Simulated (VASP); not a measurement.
```
CELL_PARAMETERS angstrom
      2.82977     0.00000     0.00000
      0.00000     2.82977     0.00000
      0.00000     0.00000     2.82977
ATOMIC_POSITIONS crystal
  Al 0.50000 0.50000 0.50000
  Ni 0.00000 0.00000 0.00000
```

All values below come from optB88-vdW, VASP's PBE PAW potentials (set 64) (plane waves; VASP). Run with 520 eV cut-off, 13×13×13 Γ-centred mesh, first-order Methfessel-Paxton smearing of 0.10 eV, potentials Al Ni.

**Question.** Give the stress tensor in GPa (positive for a compressed cell).

**Answer.** 
```
10.78   0.00   0.00
 0.00  10.78   0.00
 0.00   0.00  10.78
```
The pressure is its mean diagonal, 10.78 GPa.

The compound is NiAl in the CsCl type structure. This cell is one point of a volume scan, at 0.94 of the reference volume. The run is not spin-polarised, so no magnetic state was tried. The electron count is odd and the run is not spin-polarised, which forces a metal.
